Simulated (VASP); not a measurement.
Wanted: the native input for a VASP 6.6.1 run.

```
Task                   : relaxation of cell and atoms
Functional             : PBE
Potentials or basis    : VASP PAW PBE potentials, release 64 (Ta_pv, N)
Cutoff                 : 520 eV
k mesh                 : 16 × 16 × 16
Occupations            : gaussian, width 0.02 eV
Spin                   : no spin polarisation
Further INCAR settings : ALGO = Normal; EDIFF = 1e-07; IBRION = 2; EDIFFG = -0.002; NSW = 80; ISIF = 3
```

The structure of TaN lies in POSCAR:

```
TaN                                     
1.0
   -0.0000000000      2.2102427752      2.2102427752
    2.2102427752     -0.0000000000      2.2102427752
    2.2102427752      2.2102427752      0.0000000000
  Ta              N             
     1     1
Direct
     0.5000000000000000    0.5000000000000000    0.5000000000000000
     0.0000000000000000    0.0000000000000000    0.0000000000000000
```

The cell comes from a database or a generator and needn't be the stable form of this composition.

One way to write it, as run:

INCAR

```
SYSTEM = TaN
PREC = Accurate
ENCUT = 520
EDIFF = 1E-7
ISMEAR = 0
SIGMA = 0.02
LREAL = .FALSE.
LASPH = .TRUE.
NELM = 100
ALGO = Normal
ISIF = 3
LWAVE = .FALSE.
LCHARG = .FALSE.
GGA = PE
IBRION = 2
NSW = 80
EDIFFG = -0.002
```

KPOINTS

```
Automatic mesh
0
G
  16 16 16
  0 0 0
```

Potentials or basis: VASP PAW PBE potentials, release 64 (Ta_pv, N).

Run with:

```bash
$ cat potpaw_PBE.64/Ta_pv/POTCAR potpaw_PBE.64/N/POTCAR > POTCAR
$ mpirun -np 1 vasp_std > vasp.out
```

Results of the run:

The pressure after relaxing is 0.0 GPa. The band gap on the k mesh is none (metal or under the smearing width).

Caveat: the relaxation stopped at its first step, so nothing moved.

Wall time 23 s on 1 thread of AMD EPYC 9R14 (Zen 4), with other jobs on the host, peak memory 0.14 GiB.
